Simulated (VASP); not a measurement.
OSZICAR of a VASP run on Ge (diamond):

File OSZICAR:
```
       N       E                     dE             d eps       ncg     rms          rms(c)
DAV:   1     0.155740621375E+03    0.15574E+03   -0.14867E+04  1308   0.450E+03
DAV:   2     0.890346952760E+01   -0.14684E+03   -0.14428E+03  1268   0.514E+02
DAV:   3    -0.892574605129E+01   -0.17829E+02   -0.17651E+02  1370   0.140E+02
DAV:   4    -0.942338104092E+01   -0.49763E+00   -0.49682E+00  1464   0.268E+01
DAV:   5    -0.943042931520E+01   -0.70483E-02   -0.70478E-02  1414   0.322E+00    0.451E+00
DAV:   6    -0.923433409615E+01    0.19610E+00   -0.67218E-02  1336   0.234E+00    0.258E+00
DAV:   7    -0.913825413729E+01    0.96080E-01   -0.14258E-01  1354   0.306E+00    0.188E-01
DAV:   8    -0.913938708579E+01   -0.11329E-02   -0.77478E-03  1382   0.997E-01    0.604E-02
DAV:   9    -0.913947539856E+01   -0.88313E-04   -0.21007E-04  1410   0.129E-01    0.208E-02
DAV:  10    -0.913947119020E+01    0.42084E-05   -0.14128E-05  1610   0.625E-02    0.500E-03
DAV:  11    -0.913947181182E+01   -0.62162E-06   -0.16555E-06  1050   0.978E-03
   1 F= -.24509799E+01 E0= -.24509049E+01  d E =-.245098E+01
       N       E                     dE             d eps       ncg     rms          rms(c)
DAV:   1    -0.911707701852E+01    0.22394E-01   -0.72982E-02  1658   0.618E+00    0.441E-01
DAV:   2    -0.911302045657E+01    0.40566E-02   -0.54728E-03  1636   0.177E+00    0.216E-01
DAV:   3    -0.911175398747E+01    0.12665E-02   -0.19744E-03  1660   0.919E-01    0.551E-02
DAV:   4    -0.911166970210E+01    0.84285E-04   -0.26154E-04  1624   0.359E-01    0.110E-02
DAV:   5    -0.911166557575E+01    0.41263E-05   -0.24703E-05  1416   0.113E-01    0.915E-03
DAV:   6    -0.911166593522E+01   -0.35947E-06   -0.15304E-06   778   0.281E-02
   2 F= -.24510932E+01 E0= -.24510057E+01  d E =-.113258E-03
       N       E                     dE             d eps       ncg     rms          rms(c)
DAV:   1    -0.911908784443E+01   -0.74223E-02   -0.46607E-03  1656   0.157E+00    0.111E-01
DAV:   2    -0.911883175155E+01    0.25609E-03   -0.34700E-04  1636   0.443E-01    0.546E-02
DAV:   3    -0.911874877453E+01    0.82977E-04   -0.12753E-04  1662   0.233E-01    0.138E-02
DAV:   4    -0.911874107481E+01    0.76997E-05   -0.16795E-05  1612   0.917E-02    0.274E-03
DAV:   5    -0.911874108601E+01   -0.11202E-07   -0.15067E-06   642   0.291E-02
   3 F= -.24511349E+01 E0= -.24510505E+01  d E =-.155029E-03
```

Which electronic solver shows in the log?

It is blocked Davidson (ALGO = Normal, or the opening steps of other solvers). The INCAR had ALGO = Normal.

Can the final energy be trusted as converged?

The calculation finished and met its thresholds. It stopped with EDIFF = 1E-6, NELM = 100, NSW = 40 and EDIFFG = -0.02 after 3 ionic steps (PBEsol GGA, plane waves, VASP's PBE PAW potentials (set 64)).

The compound is Ge in the diamond structure. This run relaxes it under an external pressure of 30 GPa. Symmetry was kept, so distortions that lower it aren't found.
